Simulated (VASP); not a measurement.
Data:

```xyz
12
Lattice="4.9716 0.0000 0.0000 0.0000 4.9716 0.0000 0.0000 0.0000 6.9009" Properties=species:S:1:pos:R:3 pbc="T T T"
Si     1.5107     1.5107     0.0000
Si     3.9965     0.9751     5.1757
Si     0.9751     3.9965     1.7252
Si     3.4609     3.4609     3.4505
O      1.1834     0.5550     1.2593
O      3.6692     1.9308     3.9164
O      1.3024     3.0408     0.4659
O      3.7882     4.4166     4.7097
O      4.4166     3.7882     2.1912
O      1.9308     3.6692     2.9845
O      3.0408     1.3024     6.4350
O      0.5550     1.1834     5.6416
```

All values below come from r2SCAN meta-GGA, VASP's PBE PAW potentials (set 64) (plane waves; VASP). Settings: 520 eV cut-off, 6×6×4 Γ-centred mesh, Gaussian smearing of 0.010 eV, potentials Si O.

Problem. Give the direction-averaged independent-particle dielectric function (no local fields, no excitons; a broadening of 0.1 eV leaves a tail below the gap, and fine structure carries the noise of the k-mesh).

Solution. 
```json
[
 {"ħω (eV)": "0.00", "ε₁": "2.21", "ε₂": "0.00"},
 {"ħω (eV)": "0.30", "ε₁": "2.21", "ε₂": "0.00"},
 {"ħω (eV)": "0.70", "ε₁": "2.21", "ε₂": "0.00"},
 {"ħω (eV)": "1.10", "ε₁": "2.22", "ε₂": "0.00"},
 {"ħω (eV)": "1.50", "ε₁": "2.22", "ε₂": "0.00"},
 {"ħω (eV)": "1.90", "ε₁": "2.23", "ε₂": "0.00"},
 {"ħω (eV)": "2.30", "ε₁": "2.24", "ε₂": "0.00"},
 {"ħω (eV)": "2.70", "ε₁": "2.26", "ε₂": "0.00"},
 {"ħω (eV)": "3.10", "ε₁": "2.28", "ε₂": "0.01"},
 {"ħω (eV)": "3.50", "ε₁": "2.30", "ε₂": "0.01"},
 {"ħω (eV)": "3.90", "ε₁": "2.32", "ε₂": "0.01"},
 {"ħω (eV)": "4.30", "ε₁": "2.35", "ε₂": "0.01"},
 {"ħω (eV)": "4.70", "ε₁": "2.38", "ε₂": "0.01"},
 {"ħω (eV)": "5.10", "ε₁": "2.42", "ε₂": "0.01"},
 {"ħω (eV)": "5.50", "ε₁": "2.47", "ε₂": "0.01"},
 {"ħω (eV)": "5.90", "ε₁": "2.52", "ε₂": "0.01"},
 {"ħω (eV)": "6.30", "ε₁": "2.59", "ε₂": "0.02"},
 {"ħω (eV)": "6.70", "ε₁": "2.67", "ε₂": "0.02"},
 {"ħω (eV)": "7.10", "ε₁": "2.77", "ε₂": "0.03"},
 {"ħω (eV)": "7.50", "ε₁": "2.90", "ε₂": "0.05"},
 {"ħω (eV)": "7.90", "ε₁": "3.11", "ε₂": "0.10"},
 {"ħω (eV)": "8.30", "ε₁": "3.37", "ε₂": "0.28"},
 {"ħω (eV)": "8.70", "ε₁": "3.46", "ε₂": "0.69"},
 {"ħω (eV)": "9.10", "ε₁": "3.43", "ε₂": "0.70"},
 {"ħω (eV)": "9.50", "ε₁": "3.80", "ε₂": "1.10"},
 {"ħω (eV)": "9.90", "ε₁": "3.48", "ε₂": "1.44"},
 {"ħω (eV)": "10.30", "ε₁": "3.46", "ε₂": "2.08"},
 {"ħω (eV)": "10.70", "ε₁": "3.07", "ε₂": "1.92"},
 {"ħω (eV)": "11.10", "ε₁": "2.93", "ε₂": "2.35"},
 {"ħω (eV)": "11.50", "ε₁": "2.20", "ε₂": "2.65"},
 {"ħω (eV)": "11.90", "ε₁": "1.90", "ε₂": "2.43"},
 {"ħω (eV)": "12.30", "ε₁": "1.91", "ε₂": "2.18"}
]
```
ε₂ peaks at 11.3 eV (height 2.8); ε₁(0) averages 2.21, so the electronic refractive index below the gap tends to √2.21 = 1.49.

The compound is SiO2 in the cristobalite structure. It was relaxed first.
